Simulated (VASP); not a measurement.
Computed with PBE GGA, VASP's PBE PAW potentials (set 64) (plane waves; VASP).

VASP input:

File POSCAR:
```
Sn
1
   -2.8826936678     2.8826936678     1.5681179332
    2.8826936678    -2.8826936678     1.5681179332
    2.8826936678     2.8826936678    -1.5681179332
Sn
2
Direct
  0.2500000000   0.7500000000   0.5000000000
  0.0000000000   1.0000000000   0.0000000000
```

INCAR:
```
SYSTEM  =  Sn
PREC  =  Accurate; ENCUT  =  500; LREAL  =  .FALSE.
LASPH  =  .TRUE.
EDIFF  =  1E-6; NELM  =  100; ALGO  =  Normal
LMAXMIX  =  4
ISMEAR  =  1; SIGMA  =  0.1
GGA  =  PE
IBRION  =  2; NSW  =  40; ISIF  =  3
EDIFFG  =  -0.02; PSTRESS  =  50
LWAVE  =  .FALSE.; LCHARG  =  .FALSE.
```

File KPOINTS:
```
kpoints
0
gamma
  13 13 13
0 0 0
```

POTCAR, in this order: Sn_d (PBE.64 set). Program: vasp_std.

Output of the run:

File OSZICAR:
```
       N       E                     dE             d eps       ncg     rms          rms(c)
DAV:   1     0.198402920498E+03    0.19840E+03   -0.14742E+04  7060   0.241E+03
DAV:   2     0.972171728296E+01   -0.18868E+03   -0.18665E+03  7074   0.443E+02
DAV:   3    -0.706713542251E+01   -0.16789E+02   -0.16588E+02  8182   0.136E+02
DAV:   4    -0.755370067461E+01   -0.48657E+00   -0.48512E+00  8116   0.254E+01
DAV:   5    -0.757183289931E+01   -0.18132E-01   -0.18131E-01  9482   0.447E+00    0.257E+00
DAV:   6    -0.755291572090E+01    0.18917E-01   -0.35261E-02  9202   0.300E+00    0.144E+00
DAV:   7    -0.754727845574E+01    0.56373E-02   -0.22416E-02  9196   0.237E+00    0.171E-01
DAV:   8    -0.754715157285E+01    0.12688E-03   -0.21504E-03  8364   0.694E-01    0.353E-02
DAV:   9    -0.754715919668E+01   -0.76238E-05   -0.61288E-05  8798   0.836E-02    0.147E-02
DAV:  10    -0.754715703766E+01    0.21590E-05   -0.77605E-06  8572   0.407E-02    0.184E-03
DAV:  11    -0.754715721897E+01   -0.18131E-06   -0.33444E-07  3910   0.883E-03
   1 F= -.59205035E+01 E0= -.59204879E+01  d E =-.592050E+01
       N       E                     dE             d eps       ncg     rms          rms(c)
DAV:   1    -0.754568192542E+01    0.14751E-02   -0.16522E-02  8268   0.201E+00    0.141E-01
DAV:   2    -0.754514384146E+01    0.53808E-03   -0.11010E-03  8864   0.583E-01    0.689E-02
DAV:   3    -0.754498533557E+01    0.15851E-03   -0.46048E-04  9232   0.361E-01    0.125E-02
DAV:   4    -0.754498520866E+01    0.12692E-06   -0.41501E-05  7918   0.849E-02    0.379E-03
DAV:   5    -0.754498548179E+01   -0.27314E-06   -0.14100E-06  4480   0.184E-02
   2 F= -.59205199E+01 E0= -.59205201E+01  d E =-.164379E-04
```

OUTCAR:
```
------------------------ aborting loop because EDIFF is reached ----------------------------------------
  FORCE on cell =-STRESS in cart. coord.  units (eV):
  Direction    XX          YY          ZZ          XY          YZ          ZX
  --------------------------------------------------------------------------------------
  Total        1.6613002      1.6613002      1.6378848      0.0000000      0.0000000      0.0000000
  in kB       51.1337442     51.1337442     50.4130344      0.0000000      0.0000000      0.0000000
  external PRESSURE =       0.8935076 kB  Pullay stress =      50.0000000 kB
  volume of cell :       52.05
      direct lattice vectors                 reciprocal lattice vectors
    -2.882383735  2.882383735  1.566345294     0.000000000  0.173467534  0.319214417
     2.882383735 -2.882383735  1.566345294     0.173467534  0.000000000  0.319214417
     2.882383735  2.882383735 -1.566345294     0.173467534  0.173467534  0.000000000
 POSITION                                       TOTAL-FORCE (eV/Angst)
 -----------------------------------------------------------------------------------
      2.88238     -0.00000      0.78317        -0.000000      0.000000      0.000000
     -2.88238      2.88238      1.56635         0.000000     -0.000000     -0.000000
 -----------------------------------------------------------------------------------
    total drift:                               -0.000000     -0.000000      0.000000
  FREE ENERGIE OF THE ION-ELECTRON SYSTEM (eV)
  ---------------------------------------------------
  free  energy   TOTEN  =        -7.5449854818 eV

  energy  without entropy=       -7.5449861583  energy(sigma->0) =       -7.54498571
  enthalpy is  TOTEN    =        -5.9205198908 eV   P V=        1.6244655910

 reached required accuracy - stopping structural energy minimisation
```
(Selected blocks of OUTCAR.)

**CONTCAR**
```
Sn
   1.00000000000000
    -2.8823837351422705    2.8823837351422705    1.5663452935335656
     2.8823837351422705   -2.8823837351422705    1.5663452935335656
     2.8823837351422705    2.8823837351422705   -1.5663452935335656
  Sn
     2
Direct
     0.2500000000000000    0.7500000000000000    0.5000000000000000
     1.0000000000000000    0.0000000000000000    0.0000000000000000
```

The compound is Sn in the beta structure. This run relaxes it under an external pressure of 5 GPa. Symmetry was kept, so distortions that lower it aren't found.
